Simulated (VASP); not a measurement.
Method: PBEsol GGA, VASP's PBE PAW potentials (set 64) (plane waves; VASP).

A VASP calculation is set up with these files.

**KPOINTS**
```
Automatic mesh
0
Gamma
5 5 5
0 0 0
```

**POSCAR**
```
TiTc
3.110
  1.0000000000   0.0000000000   0.0000000000
  0.0000000000   1.0000000000   0.0000000000
  0.0000000000   0.0000000000   1.0000000000
Tc Ti
1 1
direct
  0.0000000000   0.0000000000   0.0000000000
  0.5000000000   0.5000000000   0.5000000000
```

**INCAR**
```
SYSTEM = TiTc
PREC = Accurate
ENCUT = 300
EDIFF = 1E-6
NELM = 100
ALGO = Normal
LREAL = .FALSE.
LASPH = .TRUE.
ISMEAR = 0
SIGMA = 0.1
GGA = PS
LMAXMIX = 4
LWAVE = .FALSE.
LCHARG = .FALSE.
ISIF = 2
```

POTCAR, in this order: Tc_pv Ti_sv (PBE.64 set). Program: vasp_std.

At this cut-off the stress carries a Pulay error, which pulls relaxed volumes low. Gaps are read on the run's mesh, which can miss a band edge.

Estimate the energy per atom (σ→0), pressure, band gap (on the k-mesh).

- energy per atom (σ→0) = -986.0 kJ/mol-atom
- band gap (on the k-mesh) = none (metal, semimetal or under 0.01 eV)
- pressure = -8.55 GPa

OSZICAR:
```
...
DAV:   8    -0.204461680815E+02    0.34714E+00   -0.25981E+00   464   0.105E+01    0.144E+00
DAV:   9    -0.204488211891E+02   -0.26531E-02   -0.58134E-02   400   0.181E+00    0.489E-01
DAV:  10    -0.204470220492E+02    0.17991E-02   -0.19670E-02   408   0.119E+00    0.700E-02
DAV:  11    -0.204470747682E+02   -0.52719E-04   -0.72345E-04   432   0.253E-01    0.785E-02
DAV:  12    -0.204469852684E+02    0.89500E-04   -0.42510E-04   464   0.110E-01    0.127E-02
DAV:  13    -0.204469838279E+02    0.14405E-05   -0.45131E-06   352   0.163E-02    0.609E-03
DAV:  14    -0.204469830937E+02    0.73421E-06   -0.24362E-06   264   0.844E-03
   1 F= -.20446983E+02 E0= -.20438672E+02  d E =-.166215E-01
```

The structure comes from a measured TiTc entry of the Crystallography Open Database, whose conditions weren't checked. The cell was not relaxed at this level. The k-mesh is coarse (spacing up to 0.40 per Å, 2π included), so the numbers may not be converged in it. The run is one of a series of settings (KPOINTS 5×5×5 Γ-centred mesh against the base run), some of them coarse on purpose. The electron count is odd and the run is not spin-polarised, which forces a metal.
